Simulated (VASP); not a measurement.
```yaml
crystal:
  lattice:
    - [-1.64485, 1.64485, 1.64485]
    - [1.64485, -1.64485, 1.64485]
    - [1.64485, 1.64485, -1.64485]
  atoms:
    - { symbol: Nb, position: [0.00000, 0.00000, 0.00000] }
```

Method: rev-vdW-DF2, VASP's PBE PAW potentials (set 64) (plane waves; VASP). Run with 520 eV cut-off, Gaussian smearing of 0.050 eV, potentials Nb_sv.

Problem. Give the energies of bands 5 to 9 at the high-symmetry points, in eV from the Fermi level.

Solution. 
| band | Γ | H | N | P |
|---|---|---|---|---|
| 5 | -5.92 | -3.77 | -3.75 | -1.08 |
| 6 | 0.35 | -3.77 | -1.70 | -1.08 |
| 7 | 0.35 | 5.67 | 2.40 | -1.08 |
| 8 | 0.35 | 5.67 | 3.34 | 4.16 |
| 9 | 3.31 | 5.67 | 4.03 | 4.16 |

It has no gap at this level: it comes out as a metal or semimetal.

The compound is Nb in the bcc structure. It was relaxed first.
